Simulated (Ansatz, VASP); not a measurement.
# Ga12Ge13O44 (amorphous 32Ga2O3-68GeO2 (mol %)): VASP beside Ansatz, part 3 of 3

One calculation is typed for both programs; each brings its own data sets. How far apart do they land? The cell is taken from a series of runs on this material, whose earlier steps may have relaxed, scaled, displaced or heated it; both programs get it as it stands.

VASP 6.6.1 and Ansatz 0.2.0.

So far. Step 8 (VASP: single point, PBE, pair 3): The run ends at a pressure of -2.03 GPa, with forces up to 2.2 eV/Å.

## Step 9: Ansatz: single point, PBE, pair 3

Level of this step: Ansatz beside VASP: Kohn-Sham DFT, plane waves, PBE (Ansatz).

The same cell, functional and mesh now go to Ansatz, which takes its cutoff from its data sets.

The cell is taken from a series of runs on this material, whose earlier steps may have relaxed, scaled, displaced or heated it; both programs get it as it stands.

input.yaml

```yaml
crystal:
  lattice:
    - [9.77983, 0.0, 0.0]
    - [0.0, 9.77983, 0.0]
    - [0.0, 0.0, 9.77983]
  atoms:
    - { symbol: Ga, position: [0.87486, 0.89827, 0.56691] }
    - { symbol: Ga, position: [0.29668, 0.65964, 0.70497] }
    - { symbol: Ga, position: [0.63629, 0.08782, 0.70906] }
    - { symbol: Ga, position: [0.58985, 0.37708, 0.80939] }
    - { symbol: Ga, position: [0.03694, 0.7967, 0.85874] }
    - { symbol: Ga, position: [0.95588, 0.58222, 0.61197] }
    - { symbol: Ga, position: [0.10764, 0.10126, 0.66887] }
    - { symbol: Ga, position: [0.31644, 0.25729, 0.81338] }
    - { symbol: Ga, position: [0.01403, 0.11412, 0.38042] }
    - { symbol: Ga, position: [0.9217, 0.33037, 0.80306] }
    - { symbol: Ga, position: [0.78682, 0.31478, 0.1449] }
    - { symbol: Ga, position: [0.75848, 0.30889, 0.47636] }
    - { symbol: Ge, position: [0.59217, 0.55889, 0.5417] }
    - { symbol: Ge, position: [0.33501, 0.59753, 0.31206] }
    - { symbol: Ge, position: [0.6208, 0.76407, 0.75378] }
    - { symbol: Ge, position: [0.81781, 0.5961, 0.30215] }
    - { symbol: Ge, position: [0.33481, 0.92516, 0.88017] }
    - { symbol: Ge, position: [0.21518, 0.39322, 0.5286] }
    - { symbol: Ge, position: [0.28624, 0.87976, 0.45697] }
    - { symbol: Ge, position: [0.77544, 0.91317, 0.2288] }
    - { symbol: Ge, position: [0.52862, 0.07141, 0.37549] }
    - { symbol: Ge, position: [0.83505, 0.58696, 0.94695] }
    - { symbol: Ge, position: [0.44215, 0.38711, 0.07856] }
    - { symbol: Ge, position: [0.27506, 0.1147, 0.15889] }
    - { symbol: Ge, position: [0.8925, 0.07685, 0.94966] }
    - { symbol: O, position: [0.59409, 0.31312, 0.13721] }
    - { symbol: O, position: [0.9502, 0.61818, 0.41954] }
    - { symbol: O, position: [0.96276, 0.70547, 0.00299] }
    - { symbol: O, position: [0.62331, 0.398, 0.62213] }
    - { symbol: O, position: [0.4493, 0.61797, 0.45149] }
    - { symbol: O, position: [0.46326, 0.92771, 0.46046] }
    - { symbol: O, position: [0.08643, 0.26734, 0.50422] }
    - { symbol: O, position: [0.70705, 0.91547, 0.67015] }
    - { symbol: O, position: [0.27826, 0.06399, 0.77291] }
    - { symbol: O, position: [0.16168, 0.5428, 0.62582] }
    - { symbol: O, position: [0.10553, 0.10103, 0.21028] }
    - { symbol: O, position: [0.84997, 0.24391, 0.31905] }
    - { symbol: O, position: [0.02429, 0.98795, 0.86037] }
    - { symbol: O, position: [0.74778, 0.41724, 0.90668] }
    - { symbol: O, position: [0.32779, 0.97212, 0.05582] }
    - { symbol: O, position: [0.42504, 0.42648, 0.89631] }
    - { symbol: O, position: [0.63336, 0.02363, 0.23774] }
    - { symbol: O, position: [0.50599, 0.89708, 0.82544] }
    - { symbol: O, position: [0.69732, 0.70109, 0.90476] }
    - { symbol: O, position: [0.79974, 0.15578, 0.80592] }
    - { symbol: O, position: [0.24052, 0.44947, 0.35773] }
    - { symbol: O, position: [0.26251, 0.81734, 0.61939] }
    - { symbol: O, position: [0.10381, 0.25878, 0.78676] }
    - { symbol: O, position: [0.71985, 0.67101, 0.60832] }
    - { symbol: O, position: [0.52151, 0.19714, 0.80851] }
    - { symbol: O, position: [0.40178, 0.54968, 0.15091] }
    - { symbol: O, position: [0.69371, 0.48484, 0.39015] }
    - { symbol: O, position: [0.48746, 0.63136, 0.7099] }
    - { symbol: O, position: [0.23495, 0.76512, 0.86962] }
    - { symbol: O, position: [0.17442, 0.02246, 0.47795] }
    - { symbol: O, position: [0.89306, 0.93678, 0.36718] }
    - { symbol: O, position: [0.82421, 0.95171, 0.05892] }
    - { symbol: O, position: [0.94001, 0.0748, 0.57804] }
    - { symbol: O, position: [0.30637, 0.26078, 0.04768] }
    - { symbol: O, position: [0.89381, 0.37715, 0.60101] }
    - { symbol: O, position: [0.97152, 0.76984, 0.67296] }
    - { symbol: O, position: [0.25703, 0.76262, 0.31576] }
    - { symbol: O, position: [0.83889, 0.50612, 0.14037] }
    - { symbol: O, position: [0.38806, 0.15805, 0.29897] }
    - { symbol: O, position: [0.91955, 0.23984, 0.02511] }
    - { symbol: O, position: [0.7226, 0.74089, 0.24792] }
    - { symbol: O, position: [0.95249, 0.52626, 0.80731] }
    - { symbol: O, position: [0.34474, 0.3236, 0.62979] }
    - { symbol: O, position: [0.63272, 0.15299, 0.50869] }
kpoints:
  mp_grid: { grid: [1, 1, 1] }
hamiltonian:
  xc: pbe
  pseudopotentials: { kind: paw, azcp: { folder: soft_1 } }
scf:
  occupations: { method: fixed }
output:
  forces: true
  stress: true
  populations: true
  dos:
    method: { smearing: { sigma: 0.15 } }
    de: 0.1
    projected: { site_lists: { Ga: [Ga], Ge: [Ge], O: [O] } }
  eigenvalues: true
```

The run is started by

```sh
$ ansatz run input.yaml --threads 4 --pin off --max-ram 8192MiB --backend cpu --events-out ev --progress --plain --runs-dir out
```

Numbers of over 12 decimals in the logs are rounded to 6 here.

Log:

```text
[...]
Crystal: 69 atoms, lattice volume = 935.393 Å³
Basis set: ecut = 420 eV, 18325 PW (Γ), exchange–correlation on 144×144×144 points (8 copies of the dense FFT grid, shifted against one another)
Bands: 370, of which v1, the nominal top of the filled ones, is band 301 counted from 1 (300 counted from 0)
Symmetry: 1 space group operations
[...]
k-points: 1
[...]
P = ⅓ Tr σ = -1.8976 GPa (-18.976 kbar)
--- Band table (eV) ---
  k-point 0: bands = [... 297 lower, 4.8414, 4.9870, 5.0792, 6.2928, 6.4127, 8.3307, 8.4813, 8.6213, ... 65 higher]
--- Löwdin populations: 69 sites ---
  site symbol       q [e]
     0     Ga     11.9083
     1     Ga     11.9067
     2     Ga     11.9004
     3     Ga     11.9230
     4     Ga     11.9104
     5     Ga     11.9564
     6     Ga     11.9448
     7     Ga     11.9440
[...]
65      O      6.6626
    66      O      6.6709
    67      O      6.6968
    68      O      6.6515
  spilling = 0.004602 (of n_electrons = 602.000000)
```

## Step 10: Comparison

The two programs side by side:

| quantity | Ansatz | VASP | difference |
| --- | --- | --- | --- |
| pressure (GPa) | -1.90 | -2.03 | +0.13 |
| gap on the k mesh (eV) | 0.120 | 0.088 | +0.031 |

Forces on 10 of the 69 atoms, those with the largest forces and the largest differences (eV/Å; atoms numbered as in POSCAR):

| atom | Ansatz x, y, z | VASP x, y, z |
| --- | --- | --- |
| Ga6 | -0.395, -1.394, 0.067 | -0.407, -1.393, 0.061 |
| Ga9 | 0.617, 0.973, 0.801 | 0.602, 0.989, 0.780 |
| Ga10 | -0.126, 0.495, -1.420 | -0.113, 0.465, -1.402 |
| Ga12 | 1.062, 0.543, 1.060 | 1.065, 0.518, 1.072 |
| Ge15 | 0.078, -0.200, -0.172 | 0.085, -0.175, -0.102 |
| Ge18 | -1.298, -1.738, -0.122 | -1.295, -1.755, -0.130 |
| O32 | 1.458, -0.459, -0.510 | 1.476, -0.420, -0.499 |
| O47 | 0.105, -0.076, 0.108 | 0.115, -0.043, 0.043 |
| O60 | -1.135, 0.786, 0.775 | -1.127, 0.793, 0.775 |
| O68 | 0.234, 0.107, 0.489 | 0.220, 0.140, 0.430 |

The forces differ by 23 meV/Å r.m.s., which is 6.4 % of the r.m.s. force of 0.364 eV/Å (both taken over all components). A gap on the mesh is an upper bound, since the band edges may lie between its points.

## Step 11: Results

* r.m.s. force difference (single point, PBE, pair 1): 3.4 % of the r.m.s. force
* r.m.s. force difference (single point, PBE, pair 2): 24 meV/Å
* r.m.s. force difference (single point, PBE, pair 3): 6.4 % of the r.m.s. force

What this shows: The r.m.s. force difference is 6.4 % of the r.m.s. force (single point, PBE, pair 3), beyond the 3 % picked in this series as the mark of a large difference. What causes the difference of the single point, PBE, pair 1 pair stays open here. What causes the difference of the single point, PBE, pair 2 pair stays open here. What causes the difference of the single point, PBE, pair 3 pair stays open here. 1 further run of this series is not shown here. How closely two codes agree says nothing of how well the functional describes the real material.

[Lines on the potential files, build, host, timing and source positions are cut from VASP's logs without a mark.]

[Logs are printed without paths, hosts, clocks, repeated set-up lines and the standing remarks that a program may print on its own settings, such as how far it seeks lower states.]

[Hosts, paths, dates, database ids (printed as entryN), source tags and the programs' standing remarks are cut or masked in the printed files.]
